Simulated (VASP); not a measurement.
# TiCl2F (Cmcm) in VASP: relaxation of cell and atoms with PBE

Aim: the relaxation of cell and atoms of TiCl2F with PBE.

Program: VASP 6.6.1. These are calculated values, not measurements. Logs are shortened: lines on timing, memory, paths and dates and some standing lists are left out, and cuts for length are marked.

## Step 1: The crystal as given

The structure is orthorhombic, space group Cmcm (No. 63). Conventional cell: a = 9.570 Å, b = 5.900 Å, c = 5.600 Å, α = 90.00°, β = 90.00°, γ = 90.00°. Ti (site symmetry 2/m) is surrounded by 2 F at 2.00 Å. Cl (site symmetry m) has 2 Ti at 2.42 Å as nearest neighbours. F (site symmetry m2m) is surrounded by 2 Ti at 2.00 Å.

The cell was built by a generator and needn't be a form met in nature.

## Step 2: Relaxation of cell and atoms, PBE

INCAR reads:

```
SYSTEM = TiCl2F
PREC = Normal ; ENCUT = 520
EDIFF = 1E-4 ; ISMEAR = 0
SIGMA = 0.15 ; LREAL = .False.
LASPH = .True. ; NELM = 60
ALGO = Fast ; ISIF = 3
LWAVE = .False. ; LCHARG = .False.
GGA = PE ; IBRION = 2
NSW = 24 ; EDIFFG = -0.08
```

KPOINTS reads:

```
Automatic mesh
0
Gamma
  3 3 3
  0 0 0
```

POSCAR reads:

```
TiCl2F
1.0
    4.7850000000     -2.9500000000      0.0000000000
    4.7850000000      2.9500000000      0.0000000000
    0.0000000000      0.0000000000      5.6000000000
Ti Cl F
2 4 2
Direct
    0.0000000000      0.0000000000      0.0000000000
    0.0000000000      0.0000000000      0.5000000000
    0.6530000000      0.9890000000      0.2500000000
    0.3470000000      0.0110000000      0.7500000000
    0.0110000000      0.3470000000      0.2500000000
    0.9890000000      0.6530000000      0.7500000000
    0.2420000000      0.7580000000      0.2500000000
    0.7580000000      0.2420000000      0.7500000000
```

Potentials or basis: VASP PAW PBE potentials, release 64 (Ti_sv, Cl, F).

Started as:

```console
> cat potpaw_PBE.64/Ti_sv/POTCAR potpaw_PBE.64/Cl/POTCAR potpaw_PBE.64/F/POTCAR > POTCAR
> mpirun -np 1 vasp_std > vasp.out
```

OUTCAR:

```text
SYSTEM = TiCl2F
   PREC = Normal
   ENCUT = 520
   EDIFF = 1E-4
   ISMEAR = 0
   LREAL = .False.
   LASPH = .True.
   NELM = 60
   ISIF = 3
   GGA = PE
   IBRION = 2
   NSW = 24
   EDIFFG = -0.08

 ion  position               nearest neighbor table
   1  0.000  0.000  0.000-   7 2.00   8 2.00   5 2.42   6 2.42   3 2.42   4 2.42   2 2.80   2 2.80

   2  0.000  0.000  0.500-   7 2.00   8 2.00   5 2.42   6 2.42   3 2.42   4 2.42   1 2.80   1 2.80

   3  0.653  0.989  0.250-   1 2.42   2 2.42
   4  0.347  0.011  0.750-   1 2.42   2 2.42
   5  0.011  0.347  0.250-   1 2.42   2 2.42
   6  0.989  0.653  0.750-   1 2.42   2 2.42
   7  0.242  0.758  0.250-   1 2.00   2 2.00
   8  0.758  0.242  0.750-   1 2.00   2 2.00

  LATTYP: Found a base centered orthorhombic cell.
 ALAT       =     5.9000000000
 B/A-ratio  =     1.6220338983
 C/A-ratio  =     0.9491525424

  Lattice vectors:

 A1 = (  -4.7850000000,  -2.9500000000,   0.0000000000)
 A2 = (   4.7850000000,  -2.9500000000,   0.0000000000)
 A3 = (   0.0000000000,   0.0000000000,   5.6000000000)

Analysis of symmetry for initial positions (statically):
=====================================================================
 Subroutine PRICEL returns:
 Original cell was already a primitive cell.

 Routine SETGRP: Setting up the symmetry group for a
 base centered orthorhombic supercell.

 Subroutine GETGRP returns: Found  8 space group operations
 (whereof  4 operations were pure point group operations)
 out of a pool of  8 trial point group operations.

The static configuration has the point symmetry C_2h.
 The point group associated with its full space group is D_2h.

Analysis of symmetry for dynamics (positions and initial velocities):
=====================================================================
 Subroutine PRICEL returns:
 Original cell was already a primitive cell.

 Routine SETGRP: Setting up the symmetry group for a
 base centered orthorhombic supercell.

 Subroutine GETGRP returns: Found  8 space group operations
 (whereof  4 operations were pure point group operations)
 out of a pool of  8 trial point group operations.

The dynamic configuration has the point symmetry C_2h.
 The point group associated with its full space group is D_2h.

 Subroutine INISYM returns: Found  8 space group operations
 (whereof  4 operations are pure point group operations),
 and found     1 'primitive' translations
[... 78 lines left out ...]
   NGX,Y,Z   is equivalent  to a cutoff of   9.46,  9.46,  9.50 a.u.
   NGXF,Y,Z  is equivalent  to a cutoff of  18.93, 18.93, 19.00 a.u.
 SYSTEM =  TiCl2F
   PREC   = normal    normal or accurate (medium, high low for compatibility)
   ISTART =      0    job   : 0-new  1-cont  2-samecut
   ICHARG =      2    charge: 1-file 2-atom 10-const
   ISPIN  =      1    spin polarized calculation?
   LNONCOLLINEAR =      F non collinear calculations
   LSORBIT =      F    spin-orbit coupling
   LASPH  =      T    aspherical Exc in radial PAW
   ENCUT  =  520.0 eV  38.22 Ry    6.18 a.u.  10.45 10.45 10.41*2*pi/ulx,y,z
   NELM   =     60;   NELMIN=  2; NELMDL= -5     # of ELM steps
   EDIFF  = 0.1E-03   stopping-criterion for ELM
   LREAL  =      F    real-space projection
   EDIFFG = -.8E-01   stopping-criterion for IOM
   NSW    =     24    number of steps for IOM
   IBRION =      2    ionic relax: 0-MD 1-quasi-New 2-CG
   NFREE  =      1    steps in history (QN), initial steepest desc. (CG)
   ISIF   =      3    stress and relaxation
   ISYM   =      2    0-nonsym 1-usesym 2-fastsym
   POTIM  = 0.5000    time-step for ionic-motion
   TEBEG  =    0.0;   TEEND  =   0.0 temperature during run
   PSTRESS=    0.0 pullay stress
   NELECT =      66.0000    total number of electrons
   NUPDOWN=      -1.0000    fix difference up-down
   EMIN   =  10.00;   EMAX   =-10.00  energy-range for DOS
   EFERMI =   0.00;   METHOD = LEGACY
   ISMEAR =     0;   SIGMA  =   0.15  broadening in eV -4-tet -1-fermi 0-gaus
   EFERMI_NEDOS =   21; number of points for ismear=-14 and -15
   IALGO  =     68    algorithm
   IMIX   =      4    mixing-type and parameters
     AMIX     =   0.40;   BMIX     =  1.00
     AMIX_MAG =   1.60;   BMIX_MAG =  1.00
  volume/ion in A,a.u.               =      19.76       133.36
  Fermi-wavevector in a.u.,A,eV,Ry     =   1.223532  2.312141 20.368351  1.497032
  Thomas-Fermi vector in A             =   2.358640
   LORBIT       =      0    0 simple, 1 ext, 2 COOP (PROOUT), +10 PAW based schemes
   GGA     = PE    functional components
   LHFCALC =     F    Hartree Fock is set to
   AEXX    =    0.0000 exact exchange contribution
   IVDW    =     0    specifies the selected vdW correction
   LEPSILON=     F    determine dielectric tensor
   LRPA    =     F    only Hartree local field effects (RPA)
 conjugate gradient relaxation of ions
 non-spin polarized calculation
 RMM-DIIS sequential band-by-band and
 Gauss-broadening in eV      SIGMA  =   0.15
  energy-cutoff  :      520.00
  volume of cell :      158.10
 maximum number of plane-waves:      4267
   NGX = 21   NGY = 21   NGZ = 21

--------------------------------------- Ionic step        1  -------------------------------------------

 number of electron      65.9999961 magnetization

 Free energy of the ion-electron system (eV)
  ---------------------------------------------------
  ext. energy  EPLUGINS =         0.00000000
  ---------------------------------------------------
  free energy    TOTEN  =       -43.04694378 eV

  energy without entropy =      -43.02656876  energy(sigma->0) =      -43.03675627

------------------------ aborting loop because EDIFF is reached ----------------------------------------

  FORCE on cell =-STRESS in cart. coord.  units (eV):
  Direction    XX          YY          ZZ          XY          YZ          ZX
  --------------------------------------------------------------------------------------
  -------------------------------------------------------------------------------------
  Total        2.0557079      4.1573781     -2.0168175      0.0000000     -0.0000000      0.0000000
  in kB       20.8329130     42.1316171    -20.4387911      0.0000000     -0.0000000      0.0000000
  external PRESSURE =      14.1752463 kB  Pullay stress =       0.0000000 kB
[... 323 lines left out ...]
--------------------------------------- Ionic step        9  -------------------------------------------

 number of electron      65.9999973 magnetization

 Free energy of the ion-electron system (eV)
  ---------------------------------------------------
  ext. energy  EPLUGINS =         0.00000000
  ---------------------------------------------------
  free energy    TOTEN  =       -43.60723333 eV

  energy without entropy =      -43.60405949  energy(sigma->0) =      -43.60564641

 E-fermi :   2.2185     XC(G=0):  -8.0259

 val. band max:        1.9435006880   @ k =   0.3333   0.3333   0.3333
 cond. band min:       2.4799855463   @ k =   0.3333   0.3333   0.0000
 fundamental gap:      0.5364848584
 Fermi energy:         2.2184508998

 k-point     1 :       0.0000    0.0000    0.0000
  band No.  band energies     occupation
      1     -56.3553      2.00000
      2     -56.2680      2.00000
      3     -33.0012      2.00000
      4     -32.7617      2.00000
      5     -32.7512      2.00000
      6     -32.6603      2.00000
[... 360 lines left out ...]
  FREE ENERGIE OF THE ION-ELECTRON SYSTEM (eV)
  ---------------------------------------------------
  free  energy   TOTEN  =       -43.6072333286 eV

  energy  without entropy=      -43.6040594890  energy(sigma->0) =      -43.60564641

 reached required accuracy - stopping structural energy minimisation
```

Wall time 4.3 min (1 thread of Intel Xeon Platinum 8259CL at 2.50GHz (Skylake/Cascade Lake), shared host); peak memory 0.21 GiB.

Results:

```yaml
Free_energy: -43.6072 eV
Relaxed_volume: 23.47 Å³/atom
Relaxed_cell: a = 6.228 Å, b = 6.228 Å, c = 5.451 Å, α = 90.00°, β = 90.00°, γ = 62.63°
Space_group_after_relaxing_to_0.05_Å: Cmcm (No. 63)
Energy_gained_by_relaxing: 70.0 meV/atom
Ionic_steps: 9
Pressure_after_relaxing: -0.3 GPa
Largest_force_after_relaxing: 0.071 eV/Å
Band_gap_on_the_k_mesh: 0.54 eV, indirect (least direct gap 0.58 eV)
```

Forces in eV/Å, atoms in the order of the input:
```
Ti   0.000  0.000  0.000
Ti   0.000  0.000  0.000
Cl   0.068 -0.009  0.000
Cl  -0.068  0.009  0.000
Cl  -0.068 -0.009  0.000
Cl   0.068  0.009  0.000
F    0.000  0.071  0.000
F    0.000 -0.071  0.000
```

The path:
```csv
step,energy change (eV),largest force (eV/Å),pressure (GPa),volume (Å³)
1,0.0000,0.6666,1.42,158.10
2,-0.1940,0.5089,0.75,162.07
3,-0.3044,0.9702,-0.04,167.91
4,-0.4404,0.2748,1.59,171.01
5,-0.4592,0.1412,2.58,172.57
6,-0.5328,0.1758,0.70,180.99
7,-0.5404,0.2808,-0.01,184.74
8,-0.5561,0.1619,-0.15,186.41
9,-0.5603,0.0711,-0.25,187.80
```

Final structure:
```
Ti Cl F
1.0
     5.32087   -3.23734    0.00000
     5.32087    3.23734    0.00000
     0.00000    0.00000    5.45120
Ti Cl F
2 4 2
Direct
  0.00000 0.00000 0.00000
  0.00000 0.00000 0.50000
  0.67934 0.00412 0.25000
  0.32066 0.99588 0.75000
  0.99588 0.32066 0.25000
  0.00412 0.67934 0.75000
  0.22610 0.77390 0.25000
  0.77390 0.22610 0.75000
```

Levels at points of the mesh, in eV from the valence-band top:
```
           k point  band 29  band 30  band 31  band 32  band 33  band 34  band 35  band 36  band 37  band 38
(0.00, 0.00, 0.00)    -3.10    -3.07    -2.96    -2.91    -0.70     0.63     0.73     0.75     0.86     1.67
```

Caveat: the volume moved by over 15 % at a fixed basis, so the end points are rough; an odd mesh through Γ misses points on the zone boundary, where band edges often lie; the relaxation stopped at a loose force limit of 0.08 eV/Å, so its end isn't a converged minimum.
